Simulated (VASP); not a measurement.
The system is Al.

```
Al
1.0
     0.00000    2.02481    2.02481
     2.02481    0.00000    2.02481
     2.02481    2.02481    0.00000
Al
1
Direct
  0.00000 0.00000 0.00000
```

```yaml
Program: VASP 6.6.1
Task: relaxation of cell and atoms
Functional: r2SCAN
Potentials_or_basis: VASP PAW PBE potentials, release 64 (Al)
Cutoff: 520 eV
k_mesh: 18 × 18 × 18
Occupations: gaussian, width 0.1 eV
Spin: no spin polarisation
```

At the start: pressure -3.9 GPa; volume 16.60 Å³/atom.

Question: Where does the relaxation end?

Answer: Over 17 steps the energy falls by 9.7 meV/atom and the volume is 15.84 Å³/atom (-4.6 %); space group Fm-3m (No. 225, to 0.05 Å).

The path:
```
step  energy change (eV)  largest force (eV/Å)  pressure (GPa)  volume (Å³)
   1              0.0000                0.0000           -3.87        16.60
   2             -0.0090                0.0000            1.15        15.66
   3             -0.0097                0.0000            0.04        15.84
   4             -0.0097                0.0000           -0.05        15.86
   5             -0.0097                0.0000           -0.05        15.86
   6             -0.0097                0.0000           -0.05        15.86
   7             -0.0097                0.0000           -0.05        15.86
   8             -0.0097                0.0000           -0.05        15.86
   9             -0.0097                0.0000           -0.05        15.86
  10             -0.0097                0.0000           -0.05        15.86
  11             -0.0097                0.0000           -0.05        15.86
  12             -0.0097                0.0000           -0.05        15.86
  13             -0.0097                0.0000           -0.04        15.86
  14             -0.0097                0.0000           -0.04        15.85
  15             -0.0097                0.0000           -0.04        15.85
  16             -0.0097                0.0000           -0.02        15.85
  17             -0.0097                0.0000            0.02        15.84
```

Final structure:
```yaml
crystal:
  lattice:
    - [0.00000, 1.99351, 1.99351]
    - [1.99351, 0.00000, 1.99351]
    - [1.99351, 1.99351, 0.00000]
  atoms:
    - { symbol: Al, position: [0.00000, 0.00000, 0.00000] }
```

Caveat: the PAW data sets were made with another functional, which shifts forces and pressure a little.
